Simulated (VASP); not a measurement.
An input for Ansatz (written as the equivalent of a VASP run, and not itself run):

Ansatz 0.2 input:
```yaml
crystal:
  lattice:
    - [2.7879885, 0.0000000, 0.0000000]
    - [0.0000000, 2.7879885, 0.0000000]
    - [0.0000000, 0.0000000, 4.0091240]
  atoms:
    - { symbol: Ti, position: [0.0000000, 0.0000000, 0.0000000] }
    - { symbol: Al, position: [0.5000000, 0.5000000, 0.5000000] }
kpoints:
  mp_grid: { grid: [13, 13, 9] }
hamiltonian:
  xc: pbe
  pseudopotentials: { kind: paw }
scf:
  occupations: { method: methfessel_paxton, width: 0.1 }
  max_iter: 100
relax:
  max_steps: 40
  f_tol: 0.02
  cell: { p_target: 10 }
output: { forces: true, stress: true, eigenvalues: true }
```

Q: Translate this input to VASP (INCAR, KPOINTS, POSCAR, choice of POTCAR).

A: One answer among several that fit: 
**KPOINTS**
```
Automatic mesh
0
Gamma
13 13 9
0 0 0
```

**POSCAR**
```
TiAl
1.0
  2.7879885063   0.0000000000   0.0000000000
  0.0000000000   2.7879885063   0.0000000000
  0.0000000000   0.0000000000   4.0091239748
Ti Al
1 1
Direct
  0.0000000000   0.0000000000   0.0000000000
  0.5000000000   0.5000000000   0.5000000000
```

### INCAR
```
SYSTEM = TiAl
PREC = Accurate
ENCUT = 500
EDIFF = 1E-6
NELM = 100
ALGO = Normal
LREAL = .FALSE.
LASPH = .TRUE.
ISMEAR = 1
SIGMA = 0.1
GGA = PE
LMAXMIX = 4
LWAVE = .FALSE.
LCHARG = .FALSE.
IBRION = 2
ISIF = 3
NSW = 40
EDIFFG = -0.02
PSTRESS = 100
```

POTCAR, in this order: Ti_sv Al (PBE.64 set). Program: vasp_std.

The two are equivalent in intent, not identical: each code has its own PAW files, so the cut-off isn't converted (ENCUT is set for VASP's; basis.ecutwfc is left out, and Ansatz then takes the one that its files recommend); Ansatz stops its SCF on the density residual and VASP on the energy change (EDIFF).

The compound is TiAl in the L1_0 structure. This run relaxes it under an external pressure of 10 GPa. Symmetry was kept, so distortions that lower it aren't found.
